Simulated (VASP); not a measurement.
Computed with rev-vdW-DF2, VASP's PBE PAW potentials (set 64) (plane waves; VASP).

A VASP calculation is set up with these files.

### INCAR
```
# general
SYSTEM   = ZnS
PREC     = Accurate
ENCUT    = 520
LREAL    = F
LASPH    = T

# electronic loop
EDIFF    = 1E-7
NELM     = 100
ALGO     = Normal
LMAXMIX  = 4

# smearing
ISMEAR   = -5

# functional
GGA      = MK
LUSE_VDW = T
AGGAC    = 0.0
PARAM1   = 0.1234568
PARAM2   = 0.7114
ZAB_VDW  = -1.8867

# ions
ISIF     = 2

# output
LWAVE    = F
LCHARG   = T
LORBIT   = 11
NEDOS    = 601
```

File KPOINTS:
```
Automatic mesh
0
Gamma
9 9 9
0 0 0
```

**POSCAR**
```
ZnS
1
    0.0000000000     2.7050000000     2.7050000000
    2.7050000000     0.0000000000     2.7050000000
    2.7050000000     2.7050000000     0.0000000000
Zn S
1 1
Direct
  0.0000000000   0.0000000000   0.0000000000
  0.2500000000   0.2500000000   0.2500000000
```

POTCAR, in this order: Zn S (PBE.64 set). Program: vasp_std.

The resulting files:

### OSZICAR
```
       N       E                     dE             d eps       ncg     rms          rms(c)
DAV:   1     0.947581257693E+02    0.94758E+02   -0.93720E+03   910   0.165E+03
DAV:   2     0.305977700608E+01   -0.91698E+02   -0.87807E+02  1010   0.287E+02
DAV:   3    -0.317773872358E+01   -0.62375E+01   -0.62121E+01  1110   0.743E+01
DAV:   4    -0.325829645999E+01   -0.80558E-01   -0.80517E-01  1030   0.910E+00
DAV:   5    -0.325955276517E+01   -0.12563E-02   -0.12563E-02  1105   0.111E+00    0.683E+00
DAV:   6    -0.286115147810E+01    0.39840E+00   -0.95219E-01  1338   0.360E+01    0.524E+00
DAV:   7    -0.284715822074E+01    0.13993E-01   -0.31323E-01   950   0.557E+00    0.273E+00
DAV:   8    -0.284571261547E+01    0.14456E-02   -0.46191E-03  1065   0.711E-01    0.803E-01
DAV:   9    -0.284564379797E+01    0.68817E-04   -0.83973E-04   980   0.305E-01    0.103E-01
DAV:  10    -0.284569312529E+01   -0.49327E-04   -0.66903E-05  1040   0.949E-02    0.367E-02
DAV:  11    -0.284570177638E+01   -0.86511E-05   -0.13455E-05   960   0.452E-02    0.427E-03
DAV:  12    -0.284570189430E+01   -0.11792E-06   -0.49343E-07  1115   0.653E-03    0.193E-03
DAV:  13    -0.284570185362E+01    0.40676E-07   -0.37838E-08   660   0.265E-03
   1 F= -.28457019E+01 E0= -.28457019E+01  d E =0.000000E+00
```

File OUTCAR:
```
------------------------ aborting loop because EDIFF is reached ----------------------------------------
  FORCE on cell =-STRESS in cart. coord.  units (eV):
  Direction    XX          YY          ZZ          XY          YZ          ZX
  --------------------------------------------------------------------------------------
  Total        0.0161794      0.0161794      0.0161794      0.0000000     -0.0000000      0.0000000
  in kB        0.6548507      0.6548507      0.6548507      0.0000000     -0.0000000      0.0000000
  external PRESSURE =       0.6548507 kB  Pullay stress =       0.0000000 kB
  volume of cell :       39.59
      direct lattice vectors                 reciprocal lattice vectors
     0.000000000  2.705000000  2.705000000    -0.184842884  0.184842884  0.184842884
     2.705000000  0.000000000  2.705000000     0.184842884 -0.184842884  0.184842884
     2.705000000  2.705000000  0.000000000     0.184842884  0.184842884 -0.184842884
  FREE ENERGIE OF THE ION-ELECTRON SYSTEM (eV)
  ---------------------------------------------------
  free  energy   TOTEN  =        -2.8457018536 eV

  energy  without entropy=       -2.8457018536  energy(sigma->0) =       -2.84570185

 total charge

# of ion       s       p       d       tot
------------------------------------------
    1        0.525   0.476   9.802  10.804
    2        1.319   2.427   0.000   3.746
--------------------------------------------------
tot          1.845   2.903   9.802  14.550
```
(Selected blocks of OUTCAR.)

The compound is ZnS in the zinc blende structure. The cell was not relaxed at this level.
